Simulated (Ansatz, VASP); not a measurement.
## One calculation of Ta4O, two programs

```
CELL_PARAMETERS angstrom
3.25750 0.00000 0.00000
0.00000 3.25750 0.00000
0.00000 0.00000 7.40934
ATOMIC_POSITIONS crystal
Ta 0.00000 0.00000 0.50000
Ta 0.50000 0.50000 0.78316
Ta 0.50000 0.50000 0.21684
Ta 0.00000 0.00000 0.00000
O 0.50000 0.50000 0.50000
```

Alike in both runs: task single point; functional PBE; k mesh 6 × 6 × 3; occupations gaussian, width 0.05 eV; no spin polarisation.

|  | VASP | Ansatz |
| --- | --- | --- |
| version | VASP 6.6.1 | Ansatz 0.2.0 |
| potentials or method | VASP PAW PBE potentials, release 64 (Ta_pv, O) | scalar-relativistic, plane waves, PAW |
| plane-wave cutoff (eV) | 520 | 420 |
| valence electrons in the cell | 50 | 58 |

Ansatz gave:

| Property | Result |
| --- | --- |
| gap on the k mesh at the Fermi level (eV) | none |
| pressure (GPa) | -0.8 |
| largest component of the traceless stress (GPa) | 0.31 |
| rms of the force components (eV/Å) | 0.052 |

Q: What did VASP give for the same quantities?

A: gap on the k mesh at the Fermi level (eV): none; pressure (GPa): -0.6; largest component of the traceless stress (GPa): 0.20; rms of the force components (eV/Å): 0.039.

Atom by atom the forces differ by 0.012 eV/Å (rms over components). A gap of «none» marks a metal or a gap that the smearing closes. The two sets of potentials don't hold the same shells in valence.

Spin-orbit coupling is left out, which matters for the levels of Ta.
